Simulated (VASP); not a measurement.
Given:

```xyz
4
Lattice="1.2332 0.7120 8.2826 -1.2332 0.7120 8.2826 0.0000 -1.4240 8.2826" Properties=species:S:1:pos:R:3 pbc="T T T"
C      0.0000     0.0000    22.6819
C      0.0000     0.0000     2.1660
C      0.0000     0.0000     6.1164
C      0.0000     0.0000    18.7315
```

Method: LDA (Ceperley-Alder, Perdew-Zunger), VASP's LDA PAW potentials (set 64) (plane waves; VASP). Settings: 400 eV cut-off, 8×8×8 Γ-centred mesh, Fermi-Dirac smearing of 0.10 eV, potentials C.

At this cut-off the stress carries a Pulay error, which pulls relaxed volumes low.

Task: Give the stress tensor in GPa (positive for a compressed cell).

Result: 
```
-9.27   0.00   0.00
 0.00  -9.27   0.00
 0.00   0.00  -2.74
```
The pressure is its mean diagonal, -7.10 GPa.

The structure comes from a computed database's C entry; how it stands against other phases isn't given here. The cell was not relaxed at this level.
